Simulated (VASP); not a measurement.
## Band gap of KMgF3: mesh and cell

How far does the LDA gap of KMgF3 depend on mesh and cell? The starting structure is a measured crystal structure from the Crystallography Open Database. Cell and atoms stay as given unless a step says otherwise.

Calculated with VASP 6.6.1; Kohn-Sham DFT with plane waves and PAW; LDA.

**1. The starting structure**

It takes space group Pm-3m (No. 221, cubic). The conventional cell has a = 3.990 Å, b = 3.990 Å, c = 3.990 Å, α = 90.00°, β = 90.00°, γ = 90.00°. Nearest to K lie 12 F at 2.82 Å. Mg has 6 F at 1.99 Å nearest. Nearest to F lie 2 Mg at 1.99 Å and 4 K at 2.82 Å. Farther neighbours and most contacts between anions are not listed.

As a file:

```cif
data_structure
_symmetry_space_group_name_H-M 'P 1'
_symmetry_Int_Tables_number 1
_cell_length_a 3.9897
_cell_length_b 3.9897
_cell_length_c 3.9897
_cell_angle_alpha 90.000
_cell_angle_beta 90.000
_cell_angle_gamma 90.000
_cell_volume 63.51
loop_
_atom_site_label
_atom_site_type_symbol
_atom_site_fract_x
_atom_site_fract_y
_atom_site_fract_z
_atom_site_occupancy
K1 K 0.50000 0.50000 0.50000 1
Mg2 Mg 0.00000 0.00000 0.00000 1
F3 F 0.00000 0.00000 0.50000 1
F4 F 0.00000 0.50000 0.00000 1
F5 F 0.50000 0.00000 0.00000 1
```

**2. Reference bands**

Input file INCAR:

```
SYSTEM = KMgF3
PREC = Accurate
ENCUT = 460
EDIFF = 1E-06
NELM = 100
ISMEAR = 0
SIGMA = 0.03
LREAL = .FALSE.
ALGO = Normal
GGA = CA
NBANDS = 31
LORBIT = 11
LWAVE = .FALSE.
LCHARG = .FALSE.
KPAR = 8
LASPH = .TRUE.
```

Input file POSCAR:

```
KMgF3
1.0
    3.9897000000      0.0000000000      0.0000000000
    0.0000000000      3.9897000000      0.0000000000
    0.0000000000      0.0000000000      3.9897000000
K Mg F
1 1 3
Direct
    0.5000000000      0.5000000000      0.5000000000
    0.0000000000      0.0000000000      0.0000000000
    0.0000000000      0.0000000000      0.5000000000
    0.0000000000      0.5000000000      0.0000000000
    0.5000000000      0.0000000000      0.0000000000
```

Input file KPOINTS:

```
Automatic mesh
0
Gamma
6 6 6
0 0 0
```

Input file KPOINTS_OPT:

```
Line mode
8
Line-mode
Reciprocal
  0.00000000   0.00000000   0.00000000 GAMMA
  0.00000000   0.50000000   0.00000000 X

  0.00000000   0.50000000   0.00000000 X
  0.50000000   0.50000000   0.00000000 M

  0.50000000   0.50000000   0.00000000 M
  0.00000000   0.00000000   0.00000000 GAMMA

  0.00000000   0.00000000   0.00000000 GAMMA
  0.50000000   0.50000000   0.50000000 R

  0.50000000   0.50000000   0.50000000 R
  0.00000000   0.50000000   0.00000000 X

  0.50000000   0.50000000   0.00000000 M
  0.50000000   0.50000000   0.50000000 R
```

PAW data sets: K_sv, Mg and F (LDA family, release 64).

Run with:

```bash
$ mpirun -np 8 vasp_std
```

Output:

```text
[banner, memory and clock lines left out]
running    8 mpi-ranks, on    1 nodes
 distrk:  each k-point on    1 cores,    8 groups
 distr:  one band on    1 cores,    1 groups

 POSCAR found type information on POSCAR K MgF
 POSCAR found :  3 types and       5 ions
|                                                                             |
|           W    W    AA    RRRRR   N    N  II  N    N   GGGG   !!!           |
|           W    W   A  A   R    R  NN   N  II  NN   N  G    G  !!!           |
|           W    W  A    A  R    R  N N  N  II  N N  N  G       !!!           |
|           W WW W  AAAAAA  RRRRR   N  N N  II  N  N N  G  GGG   !            |
|           WW  WW  A    A  R   R   N   NN  II  N   NN  G    G                |
|           W    W  A    A  R    R  N    N  II  N    N   GGGG   !!!           |
|                                                                             |
|     For optimal performance we recommend to set                             |
|       NCORE = 2 up to number-of-cores-per-socket                            |
|     NCORE specifies how many cores store one orbital (NPAR=cpu/NCORE).      |
|     This setting can greatly improve the performance of VASP for DFT.       |
|     The default, NCORE=1 might be grossly inefficient on modern             |
|     multi-core architectures or massively parallel machines. Do your        |
|     Unfortunately you need to use the default for GW and RPA                |
|     calculations (for HF NCORE is supported but not extensively tested      |
|     yet).                                                                   |
|                                                                             |

 LDA part: xc-table for (Slater(with rela. corr.)+CA(PZ))
 , standard interpolation
 POSCAR, INCAR and KPOINTS ok, starting setup
 FFT: planning ... GRIDC
 FFT: planning ... GRID_SOFT
 FFT: planning ... GRID
 WAVECAR not read
 entering main loop
       N       E                     dE             d eps       ncg     rms          rms(c)
DAV:   1     0.185074814366E+03    0.18507E+03   -0.15614E+04  1328   0.898E+02
DAV:   2    -0.197710368780E+02   -0.20485E+03   -0.19558E+03  1439   0.270E+02
DAV:   3    -0.288303491790E+02   -0.90593E+01   -0.89912E+01  1780   0.501E+01
DAV:   4    -0.291834886785E+02   -0.35314E+00   -0.35247E+00  1676   0.611E+00
DAV:   5    -0.291860145968E+02   -0.25259E-02   -0.25259E-02  1604   0.556E-01    0.846E+00
DAV:   6    -0.271760669963E+02    0.20099E+01   -0.46994E+00  1367   0.140E+01    0.419E+00
DAV:   7    -0.271147178704E+02    0.61349E-01   -0.12769E-01  1506   0.200E+00    0.243E+00
DAV:   8    -0.270736202910E+02    0.41098E-01   -0.49030E-02  1525   0.168E+00    0.207E-01
DAV:   9    -0.270735889550E+02    0.31336E-04   -0.58955E-03  1743   0.394E-01    0.124E-01
DAV:  10    -0.270736387393E+02   -0.49784E-04   -0.19030E-04  1402   0.101E-01    0.612E-02
DAV:  11    -0.270736179653E+02    0.20774E-04   -0.76195E-05  1431   0.574E-02    0.325E-02
DAV:  12    -0.270736190264E+02   -0.10612E-05   -0.16716E-06  1528   0.642E-03    0.281E-03
DAV:  13    -0.270736189692E+02    0.57177E-07   -0.22995E-07   739   0.365E-03
   1 F= -.27073619E+02 E0= -.27073619E+02  d E =-.458652E-18
 Start KPOINTS_OPT (optional k-point list driver)
k-point batch [1-20\48]
       N       E                     dE             ncg
DAV:   1    -0.176786549709E+04   -0.15074E+05     1336
DAV:   2    -0.595155977763E+04   -0.41837E+04     1431
DAV:   3    -0.614375750112E+04   -0.19220E+03     1931
DAV:   4    -0.614851707613E+04   -0.47596E+01     1596
DAV:   5    -0.614854058489E+04   -0.23509E-01     1650
DAV:   6    -0.614854095063E+04   -0.36573E-03     1564
DAV:   7    -0.614854095853E+04   -0.79023E-05     1641
DAV:   8    -0.614854095857E+04   -0.45403E-07      921
[...]
k-point batch [41-48\48]
       N       E                     dE             ncg
DAV:   1     0.115013890506E+05   -0.94296E+04      504
DAV:   2     0.978076146692E+04   -0.17206E+04      594
DAV:   3     0.969659501945E+04   -0.84166E+02      723
DAV:   4     0.969399249366E+04   -0.26025E+01      665
DAV:   5     0.969397859927E+04   -0.13894E-01      630
DAV:   6     0.969397844759E+04   -0.15169E-03      615
DAV:   7     0.969397844567E+04   -0.19144E-05      535
DAV:   8     0.969397844561E+04   -0.64163E-07      378
```

The job ended after 8 s (8 MPI ranks of Intel Xeon 6975P-C (Granite Rapids), shared host; peak memory 1.4 GiB).

Lines that name or quote the potential files are left out of all logs, and their timing lines are given in words.

Parts of OUTCAR (step 2):

```text
ion  position               nearest neighbor table
   1  0.500  0.500  0.500-   3 2.82   4 2.82   5 2.82   4 2.82   5 2.82   3 2.82   5 2.82   5 2.82
                             3 2.82   4 2.82   4 2.82   3 2.82   2 3.46   2 3.46   2 3.46   2 3.46
   2  0.000  0.000  0.000-   3 1.99   4 1.99   5 1.99   3 1.99   4 1.99   5 1.99   1 3.46   1 3.46
                             1 3.46   1 3.46   1 3.46   1 3.46   1 3.46   1 3.46
   3  0.000  0.000  0.500-   2 1.99   2 1.99   1 2.82   1 2.82   1 2.82   1 2.82
   4  0.000  0.500  0.000-   2 1.99   2 1.99   1 2.82   1 2.82   1 2.82   1 2.82
   5  0.500  0.000  0.000-   2 1.99   2 1.99   1 2.82   1 2.82   1 2.82   1 2.82

  LATTYP: Found a simple cubic cell.
 ALAT       =     3.9897000000

 Subroutine GETGRP returns: Found 48 space group operations
 (whereof 48 operations were pure point group operations)

The static configuration has the point symmetry O_h .

 Found     20 irreducible k-points:

   k-points           NKPTS =     20   k-points in BZ     NKDIM =     20   number of bands    NBANDS=     31

   dimension x,y,z NGX =    28 NGY =   28 NGZ =   28
   dimension x,y,z NGXF=    56 NGYF=   56 NGZF=   56

   ENCUT  =  460.0 eV  33.81 Ry    5.81 a.u.   6.98  6.98  6.98*2*pi/ulx,y,z

   NELECT =      32.0000    total number of electrons

 k-points in reciprocal lattice and weights: Automatic mesh
   0.00000000  0.00000000  0.00000000       0.005
   0.16666667  0.00000000  0.00000000       0.028
   0.33333333  0.00000000  0.00000000       0.028
   0.50000000  0.00000000  0.00000000       0.014
   0.16666667  0.16666667  0.00000000       0.056
   0.33333333  0.16666667  0.00000000       0.111
   0.50000000  0.16666667  0.00000000       0.056
   0.33333333  0.33333333  0.00000000       0.056
   0.50000000  0.33333333  0.00000000       0.056
[...]
0.50000000  0.50000000  0.33333333       0.028
   0.50000000  0.50000000  0.50000000       0.005

 average (electrostatic) potential at core
       1 -34.0870       2 -38.5051       3 -77.5345       4 -77.5345       5 -77.5345

 E-fermi :  -1.8382

 k-point     1 :       0.0000    0.0000    0.0000
  band No.  band energies     occupation
    ...
     12      -2.6511      2.00000
     13      -2.6511      2.00000
     14      -2.3409      2.00000
     15      -2.3409      2.00000
     16      -2.3409      2.00000
     17       4.9258      0.00000
     18       7.7660      0.00000
     19       7.7660      0.00000
     20      10.0061      0.00000
     21      10.0061      0.00000
    ...

 k-point     2 :       0.1667    0.0000    0.0000
  band No.  band energies     occupation
    ...
     12      -2.7106      2.00000
     13      -2.7106      2.00000
     14      -2.6111      2.00000
     15      -2.3959      2.00000
     16      -2.3959      2.00000
     17       5.4143      0.00000
     18       8.0194      0.00000
     19       8.0582      0.00000
     20      10.1442      0.00000
     21      10.1565      0.00000
    ...

 k-point     3 :       0.3333    0.0000    0.0000
  band No.  band energies     occupation
    ...
     12      -2.8509      2.00000
     13      -2.8329      2.00000
     14      -2.8329      2.00000
     15      -2.5039      2.00000
     16      -2.5039      2.00000
     17       6.5984      0.00000
     18       8.5044      0.00000
     19       8.5571      0.00000
     20      10.4616      0.00000
     21      10.4616      0.00000
    ...

  Total       -2.7105658     -2.7105658     -2.7105658     -0.0000000      0.0000000      0.0000000
  in kB      -68.3832612    -68.3832612    -68.3832612     -0.0000000      0.0000000      0.0000000
  external PRESSURE =     -68.3832612 kB  Pullay stress =       0.0000000 kB

  energy-cutoff  :      460.00
  volume of cell :       63.51
      direct lattice vectors                 reciprocal lattice vectors
     3.989700000  0.000000000  0.000000000     0.250645412  0.000000000  0.000000000
     0.000000000  3.989700000  0.000000000     0.000000000  0.250645412  0.000000000
     0.000000000  0.000000000  3.989700000     0.000000000  0.000000000  0.250645412

 POSITION                                       TOTAL-FORCE (eV/Angst)
 -----------------------------------------------------------------------------------
      1.99485      1.99485      1.99485         0.000000      0.000000      0.000000
      0.00000      0.00000      0.00000         0.000000      0.000000      0.000000
      0.00000      0.00000      1.99485         0.000000      0.000000      0.000000
      0.00000      1.99485      0.00000         0.000000      0.000000      0.000000
      1.99485      0.00000      0.00000         0.000000      0.000000      0.000000
 -----------------------------------------------------------------------------------
    total drift:                                0.000000      0.000000     -0.000000

  FREE ENERGIE OF THE ION-ELECTRON SYSTEM (eV)
  ---------------------------------------------------
  free  energy   TOTEN  =       -27.0736189692 eV

  energy  without entropy=      -27.0736189692  energy(sigma->0) =      -27.07361897

 total charge
# of ion       s       p       d       tot
------------------------------------------
    1        1.953   5.566   0.029   7.548
    2        0.131   0.168   0.079   0.378
    3        1.731   4.383   0.000   6.114
    4        1.731   4.383   0.000   6.114
    5        1.731   4.383   0.000   6.114
--------------------------------------------------
tot          7.278  18.883   0.108  26.268

[... 3 further parts left out ...]
```

At this level the cell is under a tension of 6.8 GPa, so at these settings it is away from equilibrium.

The reference gap is 6.939 eV.

**3. Bands with cell and atoms relaxed by LDA**

Against step 2 the input has another starting structure. The cell comes from a relaxation at this level, not shown (59.16 Å³).

INCAR is that of step 2.

Changes to POSCAR since step 2:

```diff
@@ -2,5 +2,5 @@
 1.0
-    3.9897000000      0.0000000000      0.0000000000
-    0.0000000000      3.9897000000      0.0000000000
-    0.0000000000      0.0000000000      3.9897000000
+    3.8964838732      0.0000000000      0.0000000000
+    0.0000000000      3.8964838732      0.0000000000
+    0.0000000000      0.0000000000      3.8964838732
 K Mg F
```

KPOINTS is that of step 2.

KPOINTS_OPT is that of step 2.

Run with:

```bash
$ mpirun -np 8 vasp_std
```

Output:

```text
[banner, memory and clock lines left out]
running    8 mpi-ranks, on    1 nodes
[...]
[... a notice as in an earlier step ...]

 LDA part: xc-table for (Slater(with rela. corr.)+CA(PZ))
 , standard interpolation
 POSCAR, INCAR and KPOINTS ok, starting setup
[...]
entering main loop
       N       E                     dE             d eps       ncg     rms          rms(c)
DAV:   1     0.194485402684E+03    0.19449E+03   -0.15589E+04  1288   0.909E+02
DAV:   2    -0.194997067628E+02   -0.21399E+03   -0.20375E+03  1452   0.277E+02
DAV:   3    -0.288485889583E+02   -0.93489E+01   -0.92647E+01  1751   0.515E+01
DAV:   4    -0.292605588206E+02   -0.41197E+00   -0.41175E+00  1675   0.671E+00
[...]
DAV:  10    -0.271451837238E+02   -0.42532E-04   -0.20269E-04  1410   0.106E-01    0.563E-02
DAV:  11    -0.271451652004E+02    0.18523E-04   -0.62075E-05  1483   0.531E-02    0.315E-02
DAV:  12    -0.271451660542E+02   -0.85381E-06   -0.16654E-06  1452   0.699E-03
   1 F= -.27145166E+02 E0= -.27145166E+02  d E =-.111561E-24
 Start KPOINTS_OPT (optional k-point list driver)
k-point batch [1-20\48]
       N       E                     dE             ncg
DAV:   1    -0.158363551812E+04   -0.15367E+05     1336
DAV:   2    -0.574146657938E+04   -0.41578E+04     1430
DAV:   3    -0.593389814864E+04   -0.19243E+03     1972
DAV:   4    -0.593783897225E+04   -0.39408E+01     1550
DAV:   5    -0.593786327033E+04   -0.24298E-01     1652
DAV:   6    -0.593786397445E+04   -0.70412E-03     1522
DAV:   7    -0.593786401500E+04   -0.40543E-04     1540
DAV:   8    -0.593786401514E+04   -0.14494E-06      956
[...]
k-point batch [41-48\48]
       N       E                     dE             ncg
DAV:   1     0.117382841361E+05   -0.95801E+04      520
DAV:   2     0.100457493859E+05   -0.16925E+04      602
DAV:   3     0.996720505623E+04   -0.78544E+02      763
DAV:   4     0.996573848076E+04   -0.14666E+01      634
DAV:   5     0.996573296269E+04   -0.55181E-02      628
DAV:   6     0.996573290708E+04   -0.55610E-04      615
DAV:   7     0.996573290616E+04   -0.92081E-06      541
```

The job ended after 6.4 s (8 MPI ranks; peak memory 1.4 GiB).

From OUTCAR (step 3):

```text
  Total       -0.5702200     -0.5702200     -0.5702200     -0.0000000      0.0000000     -0.0000000
  in kB      -15.4430973    -15.4430973    -15.4430973     -0.0000000      0.0000000     -0.0000000
  external PRESSURE =     -15.4430973 kB  Pullay stress =       0.0000000 kB

 POSITION                                       TOTAL-FORCE (eV/Angst)
 -----------------------------------------------------------------------------------
      1.94824      1.94824      1.94824         0.000000      0.000000      0.000000
      0.00000      0.00000      0.00000         0.000000      0.000000      0.000000
      0.00000      0.00000      1.94824         0.000000      0.000000      0.000000
      0.00000      1.94824      0.00000         0.000000      0.000000      0.000000
      1.94824      0.00000      0.00000         0.000000      0.000000      0.000000
 -----------------------------------------------------------------------------------
    total drift:                                0.000000      0.000000     -0.000000

  FREE ENERGIE OF THE ION-ELECTRON SYSTEM (eV)
  ---------------------------------------------------
  free  energy   TOTEN  =       -27.1451660542 eV

  energy  without entropy=      -27.1451660542  energy(sigma->0) =      -27.14516605

[... 1 part as in an earlier step ...]

[... 2 further parts left out ...]
[key lines of the parts left out:]
E-fermi :  -1.4254
```

With cell and atoms relaxed by LDA the gap is 7.496 eV, +0.557 eV from the reference.

**4. Bands with an 8×8×8 mesh**

Against step 2 the input has an 8×8×8 mesh.

INCAR is that of step 3.

Changes to POSCAR since step 3:

```diff
@@ -2,5 +2,5 @@
 1.0
-    3.8964838732      0.0000000000      0.0000000000
-    0.0000000000      3.8964838732      0.0000000000
-    0.0000000000      0.0000000000      3.8964838732
+    3.9897000000      0.0000000000      0.0000000000
+    0.0000000000      3.9897000000      0.0000000000
+    0.0000000000      0.0000000000      3.9897000000
 K Mg F
```

Input file KPOINTS:

```
Automatic mesh
0
Gamma
8 8 8
0 0 0
```

KPOINTS_OPT is that of step 3.

Run with:

```bash
$ mpirun -np 8 vasp_std
```

Output:

```text
[... set-up lines as in an earlier step ...]
 entering main loop
       N       E                     dE             d eps       ncg     rms          rms(c)
DAV:   1     0.188902375452E+03    0.18890E+03   -0.15572E+04  2322   0.902E+02
DAV:   2    -0.197354845259E+02   -0.20864E+03   -0.19888E+03  2581   0.271E+02
DAV:   3    -0.289851351685E+02   -0.92497E+01   -0.91791E+01  3290   0.504E+01
DAV:   4    -0.291847517371E+02   -0.19962E+00   -0.19949E+00  2844   0.500E+00
[...]
DAV:  11    -0.270738627452E+02    0.20264E-04   -0.75053E-05  2543   0.570E-02    0.317E-02
DAV:  12    -0.270738638109E+02   -0.10656E-05   -0.16549E-06  2632   0.635E-03    0.275E-03
DAV:  13    -0.270738637590E+02    0.51900E-07   -0.21836E-07  1295   0.354E-03
   1 F= -.27073864E+02 E0= -.27073864E+02  d E =-.239374E-18
 Start KPOINTS_OPT (optional k-point list driver)
k-point batch [1-35\48]
       N       E                     dE             ncg
DAV:   1    -0.312339387165E+04   -0.25937E+05     2266
DAV:   2    -0.103903359795E+05   -0.72669E+04     2590
DAV:   3    -0.107370572897E+05   -0.34672E+03     3297
DAV:   4    -0.107464415004E+05   -0.93842E+01     2839
DAV:   5    -0.107464990640E+05   -0.57564E-01     2859
DAV:   6    -0.107464995708E+05   -0.50689E-03     2735
DAV:   7    -0.107464995802E+05   -0.93859E-05     2688
DAV:   8    -0.107464995803E+05   -0.96483E-07     1711
k-point batch [36-48\48]
       N       E                     dE             ncg
DAV:   1     0.149306402731E+05   -0.14185E+05      854
DAV:   2     0.122439293427E+05   -0.26867E+04      947
DAV:   3     0.121148146519E+05   -0.12911E+03     1271
DAV:   4     0.121132143383E+05   -0.16003E+01      998
DAV:   5     0.121132065540E+05   -0.77842E-02     1018
DAV:   6     0.121132064537E+05   -0.10031E-03     1011
DAV:   7     0.121132064505E+05   -0.32189E-05      963
DAV:   8     0.121132064505E+05   -0.27941E-07      626
```

It took 8.2 s on 8 MPI ranks; peak memory 1.6 GiB.

From OUTCAR (step 4):

```text
  Total       -2.7080838     -2.7080838     -2.7080838     -0.0000000     -0.0000000      0.0000000
  in kB      -68.3206459    -68.3206459    -68.3206459     -0.0000000     -0.0000000      0.0000000
  external PRESSURE =     -68.3206459 kB  Pullay stress =       0.0000000 kB

  FREE ENERGIE OF THE ION-ELECTRON SYSTEM (eV)
  ---------------------------------------------------
  free  energy   TOTEN  =       -27.0738637590 eV

  energy  without entropy=      -27.0738637590  energy(sigma->0) =      -27.07386376

[... 2 parts as in an earlier step ...]

[... 2 further parts left out ...]
[key lines of the parts left out:]
E-fermi :  -1.8382
```

With an 8×8×8 mesh the gap is 6.939 eV, +0.000 eV from the reference.

**5. The runs compared**

```csv
run,gap (eV),change (eV),core minutes
reference,6.939,-,1.07
cell and atoms relaxed by LDA,7.496,0.557,0.853
an 8×8×8 mesh,6.939,0.0,1.09
```

Core minutes are wall time times ranks of the run shown, on a shared host.

**6. Results**

| Property | Result |
| --- | --- |
| reference gap | 6.939 eV |
| gap with cell and atoms relaxed by LDA | 7.496 eV |
| gap with an 8×8×8 mesh | 6.939 eV |

In words: Among the runs that read a gap along the path, the one with cell and atoms relaxed by LDA moves it most, by +0.557 eV. On finer settings it changes by +0.000 eV with an 8×8×8 mesh. The functional's own error isn't tested here. Further runs on this material are not shown.

[Lines on the potential files, build, host, timing and source positions are cut from VASP's logs without a mark.]

[Logs are printed without paths, hosts, clocks, repeated set-up lines and the standing remarks that a program may print on its own settings, such as how far it seeks lower states.]

[Hosts, paths, dates, database ids (printed as entryN), source tags and the programs' standing remarks are cut or masked in the printed files.]
